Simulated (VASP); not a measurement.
SmCu4Ag (space group F-43m): computed properties

Computed with PBEsol GGA, VASP's PBE PAW potentials (set 64) (plane waves; VASP 6.6.1).

| Quantity | Result |
|---|---|
| space group | F-43m (216) |
| cell | a = 7.0814 Å, b = 7.0814 Å, c = 7.0814 Å, α = 90.00°, β = 90.00°, γ = 90.00° |
| volume per atom | 14.80 Å³/atom |
| band gap (over mesh and band path) | none (metal, semimetal or under 0.01 eV) |
| band gap with spin-orbit coupling | none (metallic) |
| density | 9.58 g/cm³ |

```
AgCu4Sm
1.0
    0.00000     3.54072     3.54072
    3.54072     0.00000     3.54072
    3.54072     3.54072     0.00000
Sm Cu Ag
1 4 1
Direct
  0.00000   0.00000   0.00000
  0.37631   0.37631   0.37631
  0.87108   0.37631   0.37631
  0.37631   0.37631   0.87108
  0.37631   0.87108   0.37631
  0.75000   0.75000   0.75000
```

The 4f electrons are frozen in the core of the lanthanide potential, so 4f levels, which can set the real gap, and their magnetism are missing.

The structure comes from a computed database's SmCu4Ag entry (F-43m); how it stands against other phases isn't given here. It was relaxed first. Symmetry was kept, so distortions that lower it aren't found.
